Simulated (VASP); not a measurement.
Output of a VASP run:

File OSZICAR:
```
       N       E                     dE             d eps       ncg     rms          rms(c)
DAV:   1     0.124662773535E+03    0.12466E+03   -0.11103E+04  4890   0.147E+03
DAV:   2    -0.214835643629E+02   -0.14615E+03   -0.14438E+03  5618   0.356E+02
DAV:   3    -0.256659297930E+02   -0.41824E+01   -0.40941E+01  6605   0.513E+01
DAV:   4    -0.256964829858E+02   -0.30553E-01   -0.30502E-01  5492   0.520E+00
DAV:   5    -0.256968835627E+02   -0.40058E-03   -0.40056E-03  6633   0.602E-01    0.227E+01
DAV:   6    -0.248797427226E+02    0.81714E+00   -0.56186E+00  5877   0.168E+01    0.715E+00
DAV:   7    -0.247930188506E+02    0.86724E-01   -0.44955E-01  5646   0.384E+00    0.436E+00
DAV:   8    -0.247665980798E+02    0.26421E-01   -0.64352E-02  6255   0.224E+00    0.309E-01
DAV:   9    -0.247662135383E+02    0.38454E-03   -0.15934E-03  5940   0.331E-01    0.190E-01
DAV:  10    -0.247661393418E+02    0.74196E-04   -0.40084E-04  6066   0.199E-01    0.340E-02
DAV:  11    -0.247661302628E+02    0.90789E-05   -0.52961E-05  6066   0.604E-02    0.150E-02
DAV:  12    -0.247661299037E+02    0.35915E-06   -0.23915E-06  4499   0.106E-02
   1 F= -.24766130E+02 E0= -.24766213E+02  d E =0.248309E-03
```

### OUTCAR
```
------------------------ aborting loop because EDIFF is reached ----------------------------------------
  FORCE on cell =-STRESS in cart. coord.  units (eV):
  Direction    XX          YY          ZZ          XY          YZ          ZX
  --------------------------------------------------------------------------------------
  Total       -2.1584623     -2.1584623     -2.5148204      0.0000000      0.0000000      0.0000000
  in kB      -80.7816484    -80.7816484    -94.1185479      0.0000000      0.0000000      0.0000000
  external PRESSURE =     -85.2272816 kB  Pullay stress =       0.0000000 kB
  volume of cell :       42.81
      direct lattice vectors                 reciprocal lattice vectors
    -1.637100000  1.637100000  3.993300000     0.000000000  0.305418117  0.125209726
     1.637100000 -1.637100000  3.993300000     0.305418117  0.000000000  0.125209726
     1.637100000  1.637100000 -3.993300000     0.305418117  0.305418117  0.000000000
 POSITION                                       TOTAL-FORCE (eV/Angst)
 -----------------------------------------------------------------------------------
      0.00000      0.00000      5.31109         0.000000      0.000000     -0.022385
      0.00000      0.00000      2.67551        -0.000000     -0.000000      0.022385
      0.00000      0.00000      0.00000         0.000000      0.000000      0.000000
 -----------------------------------------------------------------------------------
    total drift:                                0.000000     -0.000000     -0.000000
  FREE ENERGIE OF THE ION-ELECTRON SYSTEM (eV)
  ---------------------------------------------------
  free  energy   TOTEN  =       -24.7661299037 eV

  energy  without entropy=      -24.7663782131  energy(sigma->0) =      -24.76621267
```
(Selected blocks of OUTCAR.)

### POSCAR
```
WSi2
1
   -1.6371000000     1.6371000000     3.9933000000
    1.6371000000    -1.6371000000     3.9933000000
    1.6371000000     1.6371000000    -3.9933000000
Si W
2 1
Direct
  0.6650000000   0.6650000000   0.0000000000
  0.3350000000   0.3350000000   0.0000000000
  0.0000000000   0.0000000000   0.0000000000
```

**Question.** Reconstruct the remaining input files.

**Answer.** Several could match; the one computed here: the input of the run itself, PBE GGA, plane waves, VASP's PBE PAW potentials (set 64).

File KPOINTS:
```
Automatic mesh
0
gamma
12 12 12
0 0 0
```

**INCAR**
```
ALGO  =  Normal
EDIFF  =  1E-6
ENCUT  =  520
GGA  =  PE
ISIF  =  2
ISMEAR  =  1
LASPH  =  .TRUE.
LCHARG  =  .FALSE.
LMAXMIX  =  6
LREAL  =  .FALSE.
LWAVE  =  .FALSE.
NELM  =  100
PREC  =  Accurate
SIGMA  =  0.1
SYSTEM  =  WSi2
```

POTCAR, in this order: Si W_sv (PBE.64 set). Program: vasp_std.

The compound is WSi2 in the MoSi2 type structure. The cell was not relaxed at this level. The run is one of a series of settings (ENCUT = 520 against the base run), some of them coarse on purpose.
